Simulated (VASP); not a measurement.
Given:

```yaml
crystal:
  lattice:
    - [0.00000, 2.68932, 2.68932]
    - [2.68932, 0.00000, 2.68932]
    - [2.68932, 2.68932, 0.00000]
  atoms:
    - { symbol: Zn, position: [0.00000, 0.00000, 0.00000] }
    - { symbol: Se, position: [0.25000, 0.25000, 0.25000] }
```

All values below come from LDA (Ceperley-Alder, Perdew-Zunger), VASP's LDA PAW potentials (set 64) (plane waves; VASP). Settings: 500 eV cut-off, 9×9×9 Γ-centred mesh, Gaussian smearing of 0.050 eV, potentials Zn Se.

Problem. Estimate the energy per atom (σ→0), pressure, band gap (on the k-mesh) with the smallest direct gap where there is one.

Solution. 
The band gap (on the k-mesh) comes out as 1.75 eV and the smallest direct gap (on the k-mesh) comes out as 1.75 eV. The energy per atom (σ→0) is -3624 meV/atom and the pressure comes out as 9.94 GPa.

The compound is ZnSe in the zinc blende structure. It was relaxed first under an external pressure of 10 GPa.
